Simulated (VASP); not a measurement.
Input:

```xyz
1
Lattice="0.0000 2.4430 2.4430 2.4430 0.0000 2.4430 2.4430 2.4430 0.0000" Properties=species:S:1:pos:R:3 pbc="T T T"
Ho     0.0000     0.0000     0.0000
```

Computed with PBEsol GGA with spin-orbit coupling, VASP's PBE PAW potentials (set 64) (plane waves; VASP). Run with 400 eV cut-off, 12×12×12 Γ-centred mesh, Gaussian smearing of 0.050 eV, potentials Ho_3.

The 4f electrons are frozen in the core of the lanthanide potential, so 4f levels, which can set the real gap, and their magnetism are missing.

Q: The job: Ho (relaxed from the fcc structure, space group Fm-3m), 1 atom, PBEsol+SOC, static run, 400 eV, 12×12×12 Γ-centred mesh. Roughly how much core time does it take on a busy server core?

A: About 2 core-minutes (one run on a shared machine, a rough figure). It had 72 irreducible k-points, 16 bands, up to 1088 plane waves and 12 electronic steps.

The structure was generated: Ho was put into the fcc type (Fm-3m), which need not be its known phase. It was relaxed first, which changed the volume by -7 %.
